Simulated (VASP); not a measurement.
All values below come from LDA (Ceperley-Alder, Perdew-Zunger), VASP's LDA PAW potentials (set 64) (plane waves; VASP 6.6.1).

VASP ran on this input.

### KPOINTS
```
Automatic mesh
0
Gamma
15 15 8
0 0 0
```

**POSCAR**
```
Mg
1
    1.5708014568    -2.7207083564     0.0000000000
    1.5708014568     2.7207083564     0.0000000000
    0.0000000000     0.0000000000     5.0035671278
Mg
2
Direct
  0.3333330000   0.6666670000   0.2500000000
  0.6666670000   0.3333330000   0.7500000000
```

INCAR:
```
# general
SYSTEM = Mg
PREC   = Accurate
ENCUT  = 400
LREAL  = .FALSE.
LASPH  = .TRUE.

# electronic loop
EDIFF  = 1E-7   # SCF stop (eV)
NELM   = 100   # most electronic steps
ALGO   = Normal

# smearing
ISMEAR = -5   # tetrahedra, Bloechl

# ions
ISIF   = 2

# output
LWAVE  = .FALSE.
LCHARG = .TRUE.
LORBIT = 11   # lm-projected
NEDOS  = 601
```

POTCAR, in this order: Mg (LDA.64 set). Program: vasp_std.

Output of the run:

OUTCAR:
```
 ion  position               nearest neighbor table
   1  0.333  0.667  0.250-   2 3.09   2 3.09   2 3.09   2 3.09   2 3.09   2 3.09
   2  0.667  0.333  0.750-   1 3.09   1 3.09   1 3.09   1 3.09   1 3.09   1 3.09
  LATTYP: Found a hexagonal cell.
 ALAT       =     3.1416032813
 C/A-ratio  =     1.5926794951
 Subroutine PRICEL returns:
 Original cell was already a primitive cell.
 Subroutine GETGRP returns: Found 24 space group operations
The static configuration has the point symmetry D_3d.
 The point group associated with its full space group is D_6h.
The dynamic configuration has the point symmetry D_3d.
 Subroutine INISYM returns: Found 24 space group operations
 Subroutine IBZKPT returns following result:
 Found    135 irreducible k-points:

 Following reciprocal coordinates:
            Coordinates               Weight
  0.000000  0.000000  0.000000      1.000000
  0.066667 -0.000000  0.000000      6.000000
  0.133333  0.000000  0.000000      6.000000
  0.200000  0.000000  0.000000      6.000000
  0.266667  0.000000  0.000000      6.000000
  0.333333  0.000000  0.000000      6.000000
  0.400000 -0.000000  0.000000      6.000000
  0.466667 -0.000000  0.000000      6.000000
  0.066667  0.066667  0.000000      6.000000
  0.133333  0.066667  0.000000     12.000000
  0.200000  0.066667  0.000000     12.000000
  0.266667  0.066667  0.000000     12.000000
  0.333333  0.066667  0.000000     12.000000
  0.400000  0.066667  0.000000     12.000000
  0.466667  0.066667  0.000000      6.000000
  0.133333  0.133333  0.000000      6.000000
  0.200000  0.133333  0.000000     12.000000
  0.266667  0.133333  0.000000     12.000000
  0.333333  0.133333  0.000000     12.000000
  0.400000  0.133333  0.000000     12.000000
  0.200000  0.200000  0.000000      6.000000
  0.266667  0.200000  0.000000     12.000000
  0.333333  0.200000  0.000000     12.000000
  0.400000  0.200000  0.000000      6.000000
  0.266667  0.266667  0.000000      6.000000
  0.333333  0.266667  0.000000     12.000000
  0.333333  0.333333  0.000000      2.000000
  0.000000  0.000000  0.125000      2.000000
  0.066667 -0.000000  0.125000     12.000000
  0.133333  0.000000  0.125000     12.000000
  0.200000  0.000000  0.125000     12.000000
  0.266667  0.000000  0.125000     12.000000
  0.333333  0.000000  0.125000     12.000000
  0.400000 -0.000000  0.125000     12.000000
  0.466667 -0.000000  0.125000     12.000000
  0.066667  0.066667  0.125000     12.000000
  0.133333  0.066667  0.125000     24.000000
  0.200000  0.066667  0.125000     24.000000
  0.266667  0.066667  0.125000     24.000000
  0.333333  0.066667  0.125000     24.000000
   k-points           NKPTS =    135   k-points in BZ     NKDIM =    135   number of bands    NBANDS=      6
   number of dos      NEDOS =    601   number of ions     NIONS =      2
   total plane-waves  NPLWV =  14400
   dimension x,y,z NGX =    20 NGY =   20 NGZ =   36
   dimension x,y,z NGXF=    40 NGYF=   40 NGZF=   72
   ions per type =               2
   PREC   = accura    normal or accurate (medium, high low for compatibility)
   ISTART =      0    job   : 0-new  1-cont  2-samecut
   ICHARG =      2    charge: 1-file 2-atom 10-const
   ISPIN  =      1    spin polarized calculation?
   LNONCOLLINEAR =      F non collinear calculations
   LSORBIT =      F    spin-orbit coupling
   INIWAV =      1    electr: 0-lowe 1-rand  2-diag
   ENCUT  =  400.0 eV  29.40 Ry    5.42 a.u.   5.12  5.12  8.16*2*pi/ulx,y,z
   NELM   =    100;   NELMIN=  2; NELMDL= -5     # of ELM steps
   EDIFF  = 0.1E-06   stopping-criterion for ELM
   LREAL  =      F    real-space projection
...
```

File OSZICAR:
```
       N       E                     dE             d eps       ncg     rms          rms(c)
DAV:   1    -0.977965999805E+00   -0.97797E+00   -0.11171E+03  1620   0.384E+02
DAV:   2    -0.362579948281E+01   -0.26478E+01   -0.25711E+01  2274   0.264E+01
DAV:   3    -0.364142073681E+01   -0.15621E-01   -0.15559E-01  2184   0.277E+00
DAV:   4    -0.364145475448E+01   -0.34018E-04   -0.34682E-04  2316   0.115E-01
DAV:   5    -0.364145488294E+01   -0.12846E-06   -0.13124E-06  2136   0.514E-03    0.956E-01
DAV:   6    -0.362959457652E+01    0.11860E-01   -0.51859E-04  2028   0.192E-01    0.607E-01
DAV:   7    -0.362037169517E+01    0.92229E-02   -0.18251E-03  1728   0.352E-01    0.301E-02
DAV:   8    -0.362037400934E+01   -0.23142E-05   -0.13079E-05  2556   0.271E-02    0.680E-03
DAV:   9    -0.362037757317E+01   -0.35638E-05   -0.77471E-07  1926   0.610E-03    0.610E-04
DAV:  10    -0.362037785943E+01   -0.28626E-06   -0.29846E-09  1482   0.506E-04    0.101E-04
DAV:  11    -0.362037791527E+01   -0.55842E-07   -0.16643E-10  1074   0.124E-04
   1 F= -.36203779E+01 E0= -.36203779E+01  d E =0.000000E+00
```

File OUTCAR:
```
------------------------ aborting loop because EDIFF is reached ----------------------------------------
  FORCE on cell =-STRESS in cart. coord.  units (eV):
  Direction    XX          YY          ZZ          XY          YZ          ZX
  --------------------------------------------------------------------------------------
  Total       -0.0664473     -0.0664474      0.0893456     -0.0000000      0.0000000      0.0000000
  in kB       -2.4892884     -2.4892892      3.3471140     -0.0000000      0.0000000      0.0000000
  external PRESSURE =      -0.5438212 kB  Pullay stress =       0.0000000 kB
  volume of cell :       42.77
      direct lattice vectors                 reciprocal lattice vectors
     1.570801457 -2.720708356  0.000000000     0.318308847 -0.183775670  0.000000000
     1.570801457  2.720708356  0.000000000     0.318308847  0.183775670  0.000000000
     0.000000000  0.000000000  5.003567128     0.000000000  0.000000000  0.199857417
 POSITION                                       TOTAL-FORCE (eV/Angst)
 -----------------------------------------------------------------------------------
      1.57080      0.90690      1.25089        -0.000000      0.000000      0.000000
      1.57080     -0.90690      3.75268         0.000000     -0.000000      0.000000
 -----------------------------------------------------------------------------------
    total drift:                               -0.000000     -0.000006      0.000001
  FREE ENERGIE OF THE ION-ELECTRON SYSTEM (eV)
  ---------------------------------------------------
  free  energy   TOTEN  =        -3.6203779153 eV

  energy  without entropy=       -3.6203779153  energy(sigma->0) =       -3.62037792

 total charge

# of ion       s       p       d       tot
------------------------------------------
    1        0.218   0.146   0.013   0.377
    2        0.218   0.146   0.013   0.377
--------------------------------------------------
tot          0.436   0.291   0.026   0.753
```
(Selected blocks of OUTCAR.)

For a metal the tetrahedron method with Blöchl corrections gives inexact stress and forces.

The compound is Mg in the hcp structure. It was relaxed first, which changed the volume by -8 %.
